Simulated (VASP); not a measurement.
Output of a VASP run:

File OSZICAR:
```
       N       E                     dE             d eps       ncg     rms          rms(c)
DAV:   1     0.619822525177E+02    0.61982E+02   -0.10011E+04  1344   0.154E+03
DAV:   2    -0.280860553208E+02   -0.90068E+02   -0.81453E+02  1876   0.313E+02
DAV:   3    -0.313334346420E+02   -0.32474E+01   -0.31506E+01  1800   0.572E+01
DAV:   4    -0.313672189367E+02   -0.33784E-01   -0.33719E-01  1680   0.546E+00
DAV:   5    -0.313677512845E+02   -0.53235E-03   -0.53213E-03  1748   0.627E-01    0.845E+00
DAV:   6    -0.299219203252E+02    0.14458E+01   -0.46744E+00  1740   0.186E+01    0.338E+00
DAV:   7    -0.299056085362E+02    0.16312E-01   -0.18843E-01  1656   0.458E+00    0.223E+00
DAV:   8    -0.298972632767E+02    0.83453E-02   -0.13546E-02  1656   0.118E+00    0.286E-01
DAV:   9    -0.298966012798E+02    0.66200E-03   -0.17067E-03  1808   0.459E-01    0.697E-02
DAV:  10    -0.298966169348E+02   -0.15655E-04   -0.13451E-04  1672   0.111E-01    0.154E-02
DAV:  11    -0.298966164887E+02    0.44608E-06   -0.12183E-05  1720   0.312E-02    0.293E-03
DAV:  12    -0.298966164789E+02    0.97609E-08   -0.54572E-07  1008   0.779E-03
   1 F= -.29228981E+02 E0= -.29228981E+02  d E =-.292290E+02
       N       E                     dE             d eps       ncg     rms          rms(c)
DAV:   1    -0.298992903191E+02   -0.26738E-02   -0.58731E-01  1600   0.809E+00    0.999E-01
DAV:   2    -0.298813320653E+02    0.17958E-01   -0.41562E-02  1576   0.197E+00    0.330E-01
DAV:   3    -0.298802620334E+02    0.10700E-02   -0.45520E-03  1796   0.693E-01    0.104E-01
DAV:   4    -0.298800316383E+02    0.23040E-03   -0.29563E-04  1596   0.159E-01    0.474E-02
DAV:   5    -0.298799960444E+02    0.35594E-04   -0.80781E-05  1672   0.831E-02    0.220E-02
DAV:   6    -0.298799958089E+02    0.23551E-06   -0.19790E-06  1180   0.164E-02
   2 F= -.29229349E+02 E0= -.29229349E+02  d E =-.368689E-03
       N       E                     dE             d eps       ncg     rms          rms(c)
DAV:   1    -0.298971611770E+02   -0.17165E-01   -0.13793E-01  1572   0.389E+00    0.487E-01
DAV:   2    -0.298928690022E+02    0.42922E-02   -0.10145E-02  1588   0.965E-01    0.158E-01
DAV:   3    -0.298926271924E+02    0.24181E-03   -0.10453E-03  1744   0.332E-01    0.498E-02
DAV:   4    -0.298925715994E+02    0.55593E-04   -0.71328E-05  1604   0.776E-02    0.221E-02
DAV:   5    -0.298925629848E+02    0.86145E-05   -0.19040E-05  1644   0.402E-02    0.104E-02
DAV:   6    -0.298925624981E+02    0.48674E-06   -0.42703E-07   844   0.779E-03
   3 F= -.29233679E+02 E0= -.29233679E+02  d E =-.469841E-02
```

OUTCAR:
```
------------------------ aborting loop because EDIFF is reached ----------------------------------------
  FORCE on cell =-STRESS in cart. coord.  units (eV):
  Direction    XX          YY          ZZ          XY          YZ          ZX
  --------------------------------------------------------------------------------------
  Total        0.6344292      0.6344292      0.6959399      0.0000000      0.0000000      0.0000000
  in kB       48.1442687     48.1442653     52.8120680      0.0000000      0.0000000      0.0000000
  external PRESSURE =      -0.2997993 kB  Pullay stress =      50.0000000 kB
  volume of cell :       21.11
      direct lattice vectors                 reciprocal lattice vectors
     2.472856901 -0.000000000  0.000000000     0.404390565  0.233475010  0.000000000
    -1.236428450  2.141556820  0.000000000     0.000000000  0.466950020  0.000000000
     0.000000000  0.000000000  3.986764510    -0.000000000 -0.000000000  0.250829964
  FREE ENERGIE OF THE ION-ELECTRON SYSTEM (eV)
  ---------------------------------------------------
  free  energy   TOTEN  =       -29.8925624981 eV

  energy  without entropy=      -29.8925624981  energy(sigma->0) =      -29.89256250
  enthalpy is  TOTEN    =       -29.2336790580 eV   P V=        0.6588834401

 reached required accuracy - stopping structural energy minimisation
```
(Selected blocks of OUTCAR.)

File POSCAR:
```
BN
1
    2.4835977239     0.0000000000     0.0000000000
   -1.2417988619     2.1508586448     0.0000000000
    0.0000000000     0.0000000000     4.0048577031
B N
2 2
Direct
  0.0000000000   0.0000000000   0.0000000000
  0.0000000000   0.0000000000   0.5000000000
  0.3333330000   0.6666670000   0.2500000000
  0.6666670000   0.3333330000   0.7500000000
```

### Question
Reconstruct the remaining input files.

### Answer
One answer among several that fit: the input of the run itself, PBEsol GGA, plane waves, VASP's PBE PAW potentials (set 64).

**KPOINTS**
```
Automatic mesh
0
Gamma
10 10 6
0 0 0
```

### INCAR
```
! general
SYSTEM  = BN
PREC    = Accurate
ENCUT   = 620
LREAL   = .False.
LASPH   = .True.

! electronic loop
EDIFF   = 1E-6
NELM    = 100
ALGO    = Normal

! smearing
ISMEAR  = 0
SIGMA   = 0.05

! functional
GGA     = PS

! ions
IBRION  = 2
NSW     = 40
ISIF    = 3
EDIFFG  = -0.02
PSTRESS = 50

! output
LWAVE   = .False.
LCHARG  = .False.
```

POTCAR, in this order: B N (PBE.64 set). Program: vasp_std.

The structure was generated: BN was put into the NiAs type type (P6_3/mmc), which need not be its known phase. This run relaxes it under an external pressure of 5 GPa. Symmetry was kept, so distortions that lower it aren't found.
